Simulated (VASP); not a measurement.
Data:

```yaml
crystal:
  lattice:
    - [3.90031, 0.00000, 0.00000]
    - [-1.95015, 3.37776, 0.00000]
    - [0.00000, 0.00000, 6.43186]
  atoms:
    - { symbol: Si, position: [0.66667, 0.33333, 0.87460] }
    - { symbol: Si, position: [0.33333, 0.66667, 0.37460] }
    - { symbol: Ge, position: [0.66667, 0.33333, 0.50040] }
    - { symbol: Ge, position: [0.33333, 0.66667, 0.00040] }
```

Computed with PBEsol GGA, VASP's PBE PAW potentials (set 64) (plane waves; VASP). Run with 530 eV cut-off, 6×6×3 Γ-centred mesh, Gaussian smearing of 0.050 eV, potentials Si Ge_d.

Give the elastic stiffness tensor with the ions relaxed (GPa, in the frame of the cell).

```tsv
	xx	yy	zz	yz	xz	xy
xx	169	46.2	27.7	0.0	0.0	0.0
yy	46.2	169	27.7	0.0	0.0	0.0
zz	27.7	27.7	195	0.0	0.0	0.0
yz	0.0	0.0	0.0	45.1	0.0	0.0
xz	0.0	0.0	0.0	0.0	45.1	0.0
xy	0.0	0.0	0.0	0.0	0.0	61.4
```

What does the run give for the Hill bulk modulus, Hill shear modulus, Young's modulus, Poisson's ratio?

The Hill bulk modulus comes out as 818 kbar and the Hill shear modulus is 57.6 GPa. The Young's modulus is 140 GPa and the Poisson's ratio is 0.215.

The structure comes from a computed database's SiGe entry (P6_3mc); how it stands against other phases isn't given here. It was relaxed first.
